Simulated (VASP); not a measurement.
# Ta3SbOs (Pm-3m) in VASP: reference runs

Reference runs on Ta3SbOs: the cell as given.

Program: VASP 6.6.1. These are calculated values, not measurements. Logs are shortened: lines on timing, memory, paths and dates and some standing lists are left out, and cuts for length are marked.

### 1 Starting point

It takes space group Pm-3m (No. 221, cubic). The conventional cell has a = 4.274 Å, b = 4.274 Å, c = 4.274 Å, α = 90.00°, β = 90.00°, γ = 90.00°. Around Ta (site symmetry 4/mmm) lie 2 Os at 2.14 Å. Sb (site symmetry m-3m) has 12 Ta at 3.02 Å as nearest neighbours. Os (site symmetry m-3m) has 6 Ta at 2.14 Å as nearest neighbours.

The cell was built by a generator and needn't be a form met in nature.

### 2 Single point, PBE

The input, INCAR:

```
ALGO     = Normal         # electronic algorithm
EDIFF    = 1E-7           # SCF threshold, eV
ENCUT    = 520            # plane-wave cutoff, eV
GGA      = PE             # functional
ISIF     = 2              # what is computed and relaxed
ISMEAR   = -1             # smearing method
LASPH    = T              # aspherical terms in the spheres
LCHARG   = F              # write CHGCAR
LREAL    = F              # projectors in reciprocal space
LWAVE    = F              # write WAVECAR
NBANDS   = 31             # bands
NELM     = 100            # most SCF steps
PREC     = Accurate       # precision mode
SIGMA    = 0.05           # smearing width, eV
```

The input, KPOINTS:

```
k-points
0
Gamma
  6 6 6
```

The input, POSCAR:

```
Ta3SbOs
1.0
    4.2735800500      0.0000000000      0.0000000000
    0.0000000000      4.2735800500      0.0000000000
    0.0000000000      0.0000000000      4.2735800500
Ta Sb Os
3 1 1
Direct
    0.5000000000      0.0000000000      0.0000000000
    0.0000000000      0.5000000000      0.0000000000
    0.0000000000      0.0000000000      0.5000000000
    0.5000000000      0.5000000000      0.5000000000
    0.0000000000      0.0000000000      0.0000000000
```

Potentials or basis: VASP PAW PBE potentials, release 64 (Ta_pv, Sb, Os).

The run is started by

```console
> cat potpaw_PBE.64/Ta_pv/POTCAR potpaw_PBE.64/Sb/POTCAR potpaw_PBE.64/Os/POTCAR > POTCAR
> mpirun -np 1 vasp_std > vasp.out
```

OUTCAR:

```text
EDIFF = 1E-7
   ENCUT = 520
   GGA = PE
   ISIF = 2
   ISMEAR = -1
   LASPH = T
   LREAL = F
   NELM = 100
   PREC = Accurate

 ion  position               nearest neighbor table
   1  0.500  0.000  0.000-   5 2.14   5 2.14   4 3.02   2 3.02   3 3.02   4 3.02   2 3.02   4 3.02
                             4 3.02   2 3.02   3 3.02   3 3.02   3 3.02   2 3.02
   2  0.000  0.500  0.000-   5 2.14   5 2.14   4 3.02   1 3.02   3 3.02   4 3.02   1 3.02   3 3.02
                             3 3.02   3 3.02   1 3.02   4 3.02   4 3.02   1 3.02
   3  0.000  0.000  0.500-   5 2.14   5 2.14   4 3.02   1 3.02   1 3.02   2 3.02   2 3.02   2 3.02
                             4 3.02   2 3.02   1 3.02   4 3.02   1 3.02   4 3.02
   4  0.500  0.500  0.500-   1 3.02   2 3.02   3 3.02   1 3.02   2 3.02   1 3.02   3 3.02   1 3.02
                             2 3.02   3 3.02   2 3.02   3 3.02
   5  0.000  0.000  0.000-   1 2.14   2 2.14   3 2.14   3 2.14   2 2.14   1 2.14

  LATTYP: Found a simple cubic cell.
 ALAT       =     4.2735800500

  Lattice vectors:

 A1 = (   4.2735800500,   0.0000000000,   0.0000000000)
 A2 = (   0.0000000000,   4.2735800500,   0.0000000000)
 A3 = (   0.0000000000,   0.0000000000,   4.2735800500)

Analysis of symmetry for initial positions (statically):
=====================================================================
 Subroutine PRICEL returns:
 Original cell was already a primitive cell.

 Routine SETGRP: Setting up the symmetry group for a
 simple cubic supercell.

 Subroutine GETGRP returns: Found 48 space group operations
 (whereof 48 operations were pure point group operations)
 out of a pool of 48 trial point group operations.

The static configuration has the point symmetry O_h .

Analysis of symmetry for dynamics (positions and initial velocities):
=====================================================================
 Subroutine PRICEL returns:
 Original cell was already a primitive cell.

 Routine SETGRP: Setting up the symmetry group for a
 simple cubic supercell.

 Subroutine GETGRP returns: Found 48 space group operations
 (whereof 48 operations were pure point group operations)
 out of a pool of 48 trial point group operations.

The dynamic configuration has the point symmetry O_h .

 Subroutine INISYM returns: Found 48 space group operations
 (whereof 48 operations are pure point group operations),
 and found     1 'primitive' translations

----------------------------------------------------------------------------------------

[... 96 lines left out ...]
   NSW    =      0    number of steps for IOM
   IBRION =     -1    ionic relax: 0-MD 1-quasi-New 2-CG
   NFREE  =      0    steps in history (QN), initial steepest desc. (CG)
   ISIF   =      2    stress and relaxation
   ISYM   =      2    0-nonsym 1-usesym 2-fastsym
   POTIM  = 0.5000    time-step for ionic-motion
   TEBEG  =    0.0;   TEEND  =   0.0 temperature during run
   PSTRESS=    0.0 pullay stress
   NELECT =      46.0000    total number of electrons
   NUPDOWN=      -1.0000    fix difference up-down
   EMIN   =  10.00;   EMAX   =-10.00  energy-range for DOS
   EFERMI =   0.00;   METHOD = LEGACY
   ISMEAR =    -1;   SIGMA  =   0.05  broadening in eV -4-tet -1-fermi 0-gaus
   EFERMI_NEDOS =   21; number of points for ismear=-14 and -15
   IALGO  =     38    algorithm
   IMIX   =      4    mixing-type and parameters
     AMIX     =   0.40;   BMIX     =  1.00
     AMIX_MAG =   1.60;   BMIX_MAG =  1.00
  volume/ion in A,a.u.               =      15.61       105.34
  Fermi-wavevector in a.u.,A,eV,Ry     =   1.372573  2.593788 25.632804  1.883958
  Thomas-Fermi vector in A             =   2.498168
   LORBIT       =      0    0 simple, 1 ext, 2 COOP (PROOUT), +10 PAW based schemes
   GGA     = PE    functional components
   LHFCALC =     F    Hartree Fock is set to
   AEXX    =    0.0000 exact exchange contribution
   IVDW    =     0    specifies the selected vdW correction
   LEPSILON=     F    determine dielectric tensor
   LRPA    =     F    only Hartree local field effects (RPA)
 non-spin polarized calculation
  energy-cutoff  :      520.00
  volume of cell :       78.05
 maximum number of plane-waves:      2176
 NGX is ok and might be reduce to    32
   NGX = 15   NGY = 15   NGZ = 15

 number of electron      45.9999988 magnetization

 Free energy of the ion-electron system (eV)
  ---------------------------------------------------
  ext. energy  EPLUGINS =         0.00000000
  ---------------------------------------------------
  free energy    TOTEN  =       -35.33752388 eV

  energy without entropy =      -35.30183612  energy(sigma->0) =      -35.31968000

 E-fermi :  10.1244     XC(G=0): -13.0431

 val. band max:       10.1021891442   @ k =   0.5000   0.0000   0.0000
 cond. band min:      10.1710912617   @ k =   0.1667   0.1667   0.1667
 fundamental gap:      0.0689021175
 Fermi energy:        10.1243987577

 k-point     1 :       0.0000    0.0000    0.0000
  band No.  band energies     occupation
      1     -25.1797      2.00000
      2     -25.1797      2.00000
      3     -25.1797      2.00000
      4     -24.6230      2.00000
      5     -24.6230      2.00000
      6     -24.6230      2.00000
[... 669 lines left out ...]
     30      11.7770      0.00000
     31      11.7770      0.00000

------------------------ aborting loop because EDIFF is reached ----------------------------------------

  FORCE on cell =-STRESS in cart. coord.  units (eV):
  Direction    XX          YY          ZZ          XY          YZ          ZX
  --------------------------------------------------------------------------------------
  -------------------------------------------------------------------------------------
  Total       59.7435642     59.7435642     59.7435642     -0.0000000      0.0000000      0.0000000
  in kB     1226.3831672   1226.3831672   1226.3831672     -0.0000000      0.0000000      0.0000000
  external PRESSURE =    1226.3831672 kB  Pullay stress =       0.0000000 kB

 VOLUME and BASIS-vectors are now :
 -----------------------------------------------------------------------------
  energy-cutoff  :      520.00
  volume of cell :       78.05
      direct lattice vectors                 reciprocal lattice vectors
     4.273580050  0.000000000  0.000000000     0.233995851  0.000000000  0.000000000
     0.000000000  4.273580050  0.000000000     0.000000000  0.233995851  0.000000000
     0.000000000  0.000000000  4.273580050     0.000000000  0.000000000  0.233995851

 POSITION                                       TOTAL-FORCE (eV/Angst)
 -----------------------------------------------------------------------------------
      2.13679      0.00000      0.00000         0.000000      0.000000      0.000000
      0.00000      2.13679      0.00000         0.000000      0.000000      0.000000
      0.00000      0.00000      2.13679         0.000000      0.000000      0.000000
      2.13679      2.13679      2.13679         0.000000      0.000000      0.000000
      0.00000      0.00000      0.00000         0.000000      0.000000      0.000000
 -----------------------------------------------------------------------------------
    total drift:                                0.000000      0.000000     -0.000000

  FREE ENERGIE OF THE ION-ELECTRON SYSTEM (eV)
  ---------------------------------------------------
  free  energy   TOTEN  =       -35.3375238824 eV

  energy  without entropy=      -35.3018361198  energy(sigma->0) =      -35.31968000
```

stdout:

```text
POSCAR found type information on POSCAR TaSbOs
 POSCAR found :  3 types and       5 ions
 scaLAPACK will be used
 LDA part: xc-table for (Slater+PW92), standard interpolation
 POSCAR, INCAR and KPOINTS ok, starting setup
 FFT: planning ... GRIDC
 FFT: planning ... GRID_SOFT
 FFT: planning ... GRID
 WAVECAR not read
 entering main loop
```

It took 22 s on 1 thread of AMD EPYC 9R45 (Zen 5), shared host; peak memory 0.17 GiB.

Results:

* Free energy: -35.3375 eV
* Pressure: 122.6 GPa
* Band gap on the k mesh: none (metal or under the smearing width)

Levels at points of the mesh, in eV from the Fermi level:
| k point | band 19 | band 20 | band 21 | band 22 | band 23 | band 24 | band 25 | band 26 | band 27 | band 28 |
| --- | --- | --- | --- | --- | --- | --- | --- | --- | --- | --- |
| (0.00, 0.00, 0.00) | -2.79 | -2.79 | -2.79 | 0.11 | 0.11 | 0.11 | 0.99 | 4.33 | 4.33 | 4.33 |
| (0.50, 0.00, 0.00) | -2.32 | -2.31 | -1.98 | -1.98 | -0.75 | -0.02 | 0.62 | 0.79 | 1.10 | 3.72 |
| (0.50, 0.50, 0.00) | -2.86 | -2.66 | -2.66 | -2.02 | 0.48 | 0.66 | 0.66 | 0.89 | 1.08 | 1.89 |
| (0.50, 0.50, 0.50) | -2.82 | -1.69 | -1.69 | -1.67 | -1.67 | -1.67 | -0.54 | 0.58 | 0.58 | 0.58 |

Caveat: a pressure of tens of GPa on the cell as given is suspect, and the run, the potentials or the cell itself is likely at fault. The run has no spin-orbit coupling, so splittings on Os, Sb, Ta are missing.
